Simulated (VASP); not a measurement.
Calculation: PBEsol GGA, VASP's PBE PAW potentials (set 64) (plane waves; VASP 6.6.1).

VASP input:

### KPOINTS
```
kpoints
0
Gamma
 5 5 7
0 0 0
```

INCAR:
```
SYSTEM = MgH2
PREC = Accurate
ENCUT = 400
EDIFF = 1E-8
NELM = 100
ALGO = Normal
LREAL = .FALSE.
LASPH = .TRUE.
ISMEAR = 0
SIGMA = 0.01
GGA = PS
LWAVE = .FALSE.
LCHARG = .FALSE.
IBRION = 8
NSW = 1
LEPSILON = .TRUE.
```

### POSCAR
```
MgH2
4.4701650
  1.0000000098   0.0000000000   0.0000000000
  0.0000000000   1.0000000098   0.0000000000
  0.0000000000   0.0000000000   0.6692430608
Mg H
2 4
Cart
  0.0000000000   0.0000000000   0.6692430608
  0.5000000049   0.5000000049   0.3346215304
  0.3043102690   0.3043102690   0.0000000000
  0.8043102739   0.1956897359   0.3346215304
  0.1956897359   0.8043102739   0.3346215304
  0.6956897408   0.6956897408   0.6692430608
```

POTCAR, in this order: Mg H (PBE.64 set). Program: vasp_std.

Output

OSZICAR:
```
...
  Direction:   1
       N       E                     dE             d eps       ncg     rms          rms(c)
RMM:   1    -0.531800161648E+00   -0.53180E+00   -0.88378E-01  1127   0.333E+00
RMM:   2    -0.534433069154E+00   -0.26329E-02   -0.19088E-03   949   0.354E-01    0.957E-01
RMM:   3    -0.529847665402E+00    0.45854E-02   -0.42537E-03   969   0.495E-01    0.568E-01
RMM:   4    -0.567813282229E+00   -0.37966E-01   -0.88887E-03   932   0.740E-01    0.513E-02
RMM:   5    -0.570655258406E+00   -0.28420E-02   -0.84896E-05   973   0.761E-02    0.823E-03
RMM:   6    -0.570879654124E+00   -0.22440E-03   -0.13403E-06  1007   0.105E-02    0.335E-03
RMM:   7    -0.571036496057E+00   -0.15684E-03   -0.76871E-07   986   0.659E-03    0.456E-04
RMM:   8    -0.571035806977E+00    0.68908E-06   -0.23979E-08  1016   0.833E-04    0.199E-04
RMM:   9    -0.571036645020E+00   -0.83804E-06   -0.33049E-09   913   0.417E-04    0.513E-05
RMM:  10    -0.571035914159E+00    0.73086E-06    0.92812E-11   699   0.698E-05    0.213E-05
RMM:  11    -0.571035891001E+00    0.23158E-07    0.25756E-10   612   0.705E-05    0.336E-06
 Linear response to external field, progress :
  Direction:   2
       N       E                     dE             d eps       ncg     rms          rms(c)
RMM:   1    -0.531800161046E+00   -0.53180E+00   -0.88378E-01  1127   0.333E+00
RMM:   2    -0.534433073504E+00   -0.26329E-02   -0.19085E-03   950   0.354E-01    0.957E-01
RMM:   3    -0.529847691188E+00    0.45854E-02   -0.42553E-03   967   0.495E-01    0.568E-01
RMM:   4    -0.567813337458E+00   -0.37966E-01   -0.88915E-03   930   0.740E-01    0.513E-02
RMM:   5    -0.570655403242E+00   -0.28421E-02   -0.85071E-05   964   0.761E-02    0.823E-03
RMM:   6    -0.570879665730E+00   -0.22426E-03   -0.13383E-06  1010   0.105E-02    0.335E-03
RMM:   7    -0.571036509455E+00   -0.15684E-03   -0.77068E-07   986   0.659E-03    0.455E-04
RMM:   8    -0.571035838234E+00    0.67122E-06   -0.23934E-08  1013   0.836E-04    0.199E-04
RMM:   9    -0.571036653925E+00   -0.81569E-06   -0.32331E-09   899   0.416E-04    0.510E-05
RMM:  10    -0.571035938143E+00    0.71578E-06    0.11651E-10   689   0.702E-05    0.212E-05
RMM:  11    -0.571035908893E+00    0.29250E-07    0.31884E-10   617   0.699E-05    0.320E-06
 Linear response to external field, progress :
  Direction:   3
       N       E                     dE             d eps       ncg     rms          rms(c)
RMM:   1    -0.542249640710E+00   -0.54225E+00   -0.82759E-01   699   0.335E+00
RMM:   2    -0.544562375293E+00   -0.23127E-02   -0.21907E-03   613   0.351E-01    0.100E+00
RMM:   3    -0.537295109008E+00    0.72673E-02   -0.54471E-03   588   0.553E-01    0.593E-01
RMM:   4    -0.577966157242E+00   -0.40671E-01   -0.11865E-02   599   0.825E-01    0.437E-02
RMM:   5    -0.580215421989E+00   -0.22493E-02   -0.55718E-05   605   0.677E-02    0.535E-03
RMM:   6    -0.580535219661E+00   -0.31980E-03   -0.10260E-06   626   0.925E-03    0.820E-04
RMM:   7    -0.580549095991E+00   -0.13876E-04   -0.24696E-08   635   0.160E-03    0.545E-05
RMM:   8    -0.580553524336E+00   -0.44283E-05   -0.35255E-10   553   0.168E-04    0.201E-05
RMM:   9    -0.580553806116E+00   -0.28178E-06    0.36072E-11   287   0.491E-05    0.379E-06
 Linear response DOF=           4
 Linear response progress:
  Degree of freedom:   1/  4
       N       E                     dE             d eps       ncg     rms          rms(c)
RMM:   1    -0.306492849599E-02   -0.30649E-02    0.13602E-02  2014   0.695E-01
RMM:   2    -0.260342019917E-02    0.46151E-03   -0.37984E-04  1342   0.161E-01    0.422E-02
RMM:   3    -0.254022473946E-02    0.63195E-04   -0.13459E-05  1405   0.277E-02    0.258E-02
RMM:   4    -0.250407439606E-02    0.36150E-04   -0.21331E-05  1312   0.360E-02    0.274E-03
RMM:   5    -0.249736619570E-02    0.67082E-05   -0.10689E-06  1407   0.663E-03    0.564E-04
RMM:   6    -0.249682349617E-02    0.54270E-06   -0.16577E-08  1406   0.971E-04    0.194E-04
RMM:   7    -0.249719473813E-02   -0.37124E-06   -0.73354E-09  1439   0.351E-04    0.560E-05
RMM:   8    -0.249720160422E-02   -0.68661E-08   -0.17908E-10  1416   0.986E-05    0.138E-05
 Linear response progress:
  Degree of freedom:   2/  4
       N       E                     dE             d eps       ncg     rms          rms(c)
RMM:   1    -0.164255020449E-02   -0.16426E-02   -0.18510E-03   966   0.369E-01
RMM:   2    -0.165105087691E-02   -0.85007E-05   -0.57317E-05   883   0.565E-02    0.245E-02
RMM:   3    -0.164893621255E-02    0.21147E-05   -0.51868E-06   927   0.161E-02    0.146E-02
RMM:   4    -0.166062253443E-02   -0.11686E-04   -0.79245E-06   898   0.194E-02    0.175E-03
RMM:   5    -0.165914950960E-02    0.14730E-05   -0.14899E-07   931   0.367E-03    0.158E-04
RMM:   6    -0.165897454732E-02    0.17496E-06   -0.10880E-09   935   0.266E-04    0.853E-05
RMM:   7    -0.165905198856E-02   -0.77441E-07   -0.17314E-10   944   0.104E-04    0.587E-06
RMM:   8    -0.165906042826E-02   -0.84397E-08   -0.28490E-12   966   0.115E-05    0.246E-06
 Linear response progress:
  Degree of freedom:   3/  4
       N       E                     dE             d eps       ncg     rms          rms(c)
RMM:   1    -0.176145938997E-01   -0.17615E-01   -0.80504E-03  1439   0.679E-01
RMM:   2    -0.169982579184E-01    0.61634E-03   -0.31620E-04  1338   0.145E-01    0.965E-02
RMM:   3    -0.173071145188E-01   -0.30886E-03   -0.12290E-04  1362   0.598E-02    0.539E-02
RMM:   4    -0.180166951468E-01   -0.70958E-03   -0.17049E-04  1356   0.678E-02    0.550E-03
RMM:   5    -0.180653925389E-01   -0.48697E-04   -0.32026E-06  1427   0.101E-02    0.962E-04
RMM:   6    -0.180767608024E-01   -0.11368E-04   -0.36861E-08  1491   0.124E-03    0.373E-04
RMM:   7    -0.180774301673E-01   -0.66936E-06   -0.64059E-09  1449   0.714E-04    0.622E-05
RMM:   8    -0.180778497181E-01   -0.41955E-06   -0.18876E-09  1519   0.875E-05    0.204E-05
RMM:   9    -0.180777597394E-01    0.89979E-07    0.86605E-11  1497   0.350E-05    0.559E-06
RMM:  10    -0.180777402621E-01    0.19477E-07    0.25299E-10  1537   0.117E-05    0.123E-06
RMM:  11    -0.180777426261E-01   -0.23639E-08   -0.54658E-11  1257   0.184E-06    0.433E-07
 Linear response progress:
  Degree of freedom:   4/  4
       N       E                     dE             d eps       ncg     rms          rms(c)
RMM:   1    -0.171894906767E-01   -0.17189E-01   -0.76670E-03  1332   0.637E-01
RMM:   2    -0.168105342646E-01    0.37896E-03   -0.17573E-04  1389   0.102E-01    0.103E-01
RMM:   3    -0.171988316180E-01   -0.38830E-03   -0.54015E-05  1272   0.487E-02    0.588E-02
RMM:   4    -0.181264499836E-01   -0.92762E-03   -0.12065E-04  1292   0.682E-02    0.188E-03
RMM:   5    -0.181179836998E-01    0.84663E-05   -0.14853E-06  1462   0.857E-03    0.485E-04
RMM:   6    -0.181225175468E-01   -0.45338E-05   -0.14758E-08  1450   0.106E-03    0.104E-04
RMM:   7    -0.181238216294E-01   -0.13041E-05   -0.65433E-10  1499   0.209E-04    0.503E-05
RMM:   8    -0.181230401393E-01    0.78149E-06   -0.72201E-11  1416   0.646E-05    0.384E-06
RMM:   9    -0.181230126655E-01    0.27474E-07   -0.28360E-11  1511   0.988E-06    0.758E-07
RMM:  10    -0.181230141744E-01   -0.15089E-08    0.44112E-13  1046   0.144E-06    0.169E-07
 Linear response finished
```

### OUTCAR
```
------------------------ aborting loop because EDIFF is reached ----------------------------------------

 HEAD OF MICROSCOPIC STATIC DIELECTRIC TENSOR (INDEPENDENT PARTICLE, excluding Hartree and local field effects)
 ------------------------------------------------------
           4.235517     0.000000     0.000000
           0.000000     4.235517     0.000000
           0.000000     0.000000     4.296854
 ------------------------------------------------------

 MACROSCOPIC STATIC DIELECTRIC TENSOR (including local field effects in DFT)
 ------------------------------------------------------
           4.119401     0.000000     0.000000
           0.000000     4.119401     0.000000
           0.000000     0.000000     4.146716
 ------------------------------------------------------

 PIEZOELECTRIC TENSOR (including local field effects)  for field in x, y, z        (e  Angst)
          XX          YY          ZZ          XY          YZ          ZX
  --------------------------------------------------------------------------------
  x     0.00000     0.00000     0.00000     0.00000     0.00000     0.00000
  y     0.00000     0.00000     0.00000     0.00000     0.00000     0.00000
  z     0.00000     0.00000     0.00000     0.00000     0.00000     0.00000

 PIEZOELECTRIC TENSOR (including local field effects)  for field in x, y, z        (C/m^2)
          XX          YY          ZZ          XY          YZ          ZX
  --------------------------------------------------------------------------------
  x     0.00000     0.00000     0.00000     0.00000     0.00000     0.00000
  y     0.00000     0.00000     0.00000     0.00000     0.00000     0.00000
  z     0.00000     0.00000     0.00000     0.00000     0.00000     0.00000

 BORN EFFECTIVE CHARGES (including local field effects) (in |e|, cummulative output)
 ---------------------------------------------------------------------------------
 ion    1
    1     1.84147     0.11904     0.00000
    2     0.11904     1.84147     0.00000
    3     0.00000     0.00000     1.93174
 ion    2
    1     1.84147    -0.11904     0.00000
    2    -0.11904     1.84147     0.00000
    3     0.00000     0.00000     1.93174
 ion    3
    1    -0.92073    -0.21116     0.00000
    2    -0.21116    -0.92073     0.00000
    3     0.00000     0.00000    -0.96587
 ion    4
    1    -0.92073     0.21116     0.00000
    2     0.21116    -0.92073     0.00000
    3     0.00000     0.00000    -0.96587
 ion    5
    1    -0.92073     0.21116     0.00000
    2     0.21116    -0.92073     0.00000
    3     0.00000     0.00000    -0.96587
 ion    6
    1    -0.92073    -0.21116     0.00000
    2    -0.21116    -0.92073     0.00000
    3     0.00000     0.00000    -0.96587

   1 f  =   44.901835 THz   282.126551 2PiTHz 1497.764002 cm-1   185.698985 meV
             X         Y         Z           dx          dy          dz
      0.000000  0.000000  0.000000    -0.000000    0.000000   -0.000000
      2.235083  2.235083  1.495813    -0.000000    0.000000    0.000000
      1.360317  1.360317  0.000000    -0.353553   -0.353553   -0.000000
      3.595400  0.874765  1.495813     0.353553   -0.353553   -0.000000
      0.874765  3.595400  1.495813    -0.353553    0.353553    0.000000
      3.109848  3.109848  0.000000     0.353553    0.353553   -0.000000

   2 f  =   40.003405 THz   251.348808 2PiTHz 1334.369967 cm-1   165.440716 meV
             X         Y         Z           dx          dy          dz
      0.000000  0.000000  0.000000    -0.000000    0.000000    0.000000
      2.235083  2.235083  1.495813     0.000000    0.000000   -0.000000
      1.360317  1.360317  0.000000     0.353553    0.353553    0.000000
      3.595400  0.874765  1.495813     0.353553   -0.353553   -0.000000
      0.874765  3.595400  1.495813    -0.353553    0.353553   -0.000000
      3.109848  3.109848  0.000000    -0.353553   -0.353553    0.000000

   3 f  =   36.967837 THz   232.275772 2PiTHz 1233.114318 cm-1   152.886621 meV
             X         Y         Z           dx          dy          dz
      0.000000  0.000000  0.000000     0.092311    0.038321    0.000000
      2.235083  2.235083  1.495813     0.100271    0.054786   -0.000000
      1.360317  1.360317  0.000000    -0.419326   -0.491084    0.000000
      3.595400  0.874765  1.495813    -0.055457    0.261542    0.000000
      0.874765  3.595400  1.495813    -0.055457    0.261542   -0.000000
      3.109848  3.109848  0.000000    -0.419326   -0.491084    0.000000

   4 f  =   36.967837 THz   232.275772 2PiTHz 1233.114318 cm-1   152.886621 meV
             X         Y         Z           dx          dy          dz
      0.000000  0.000000  0.000000    -0.054786    0.100271   -0.000000
      2.235083  2.235083  1.495813    -0.038321    0.092311    0.000000
      1.360317  1.360317  0.000000    -0.261542   -0.055457    0.000000
      3.595400  0.874765  1.495813     0.491084   -0.419326   -0.000000
      0.874765  3.595400  1.495813     0.491084   -0.419326    0.000000
      3.109848  3.109848  0.000000    -0.261542   -0.055457    0.000000

   5 f  =   34.208275 THz   214.936928 2PiTHz 1141.065214 cm-1   141.473992 meV
             X         Y         Z           dx          dy          dz
      0.000000  0.000000  0.000000    -0.000000   -0.000000    0.110881
      2.235083  2.235083  1.495813    -0.000000   -0.000000   -0.110881
      1.360317  1.360317  0.000000     0.000000    0.000000    0.493814
      3.595400  0.874765  1.495813    -0.000000    0.000000   -0.493814
      0.874765  3.595400  1.495813    -0.000000    0.000000   -0.493814
      3.109848  3.109848  0.000000     0.000000    0.000000    0.493814

   6 f  =   30.245180 THz   190.036070 2PiTHz 1008.870607 cm-1   125.083957 meV
             X         Y         Z           dx          dy          dz
      0.000000  0.000000  0.000000    -0.000000    0.000000   -0.000000
      2.235083  2.235083  1.495813    -0.000000   -0.000000   -0.000000
      1.360317  1.360317  0.000000     0.000000   -0.000000   -0.023126
      3.595400  0.874765  1.495813    -0.000000    0.000000   -0.706729
      0.874765  3.595400  1.495813    -0.000000    0.000000    0.706729
      3.109848  3.109848  0.000000    -0.000000   -0.000000    0.023126
...
```
(Selected blocks of OUTCAR.)

The compound is MgH2 in the rutile structure. It was relaxed first.
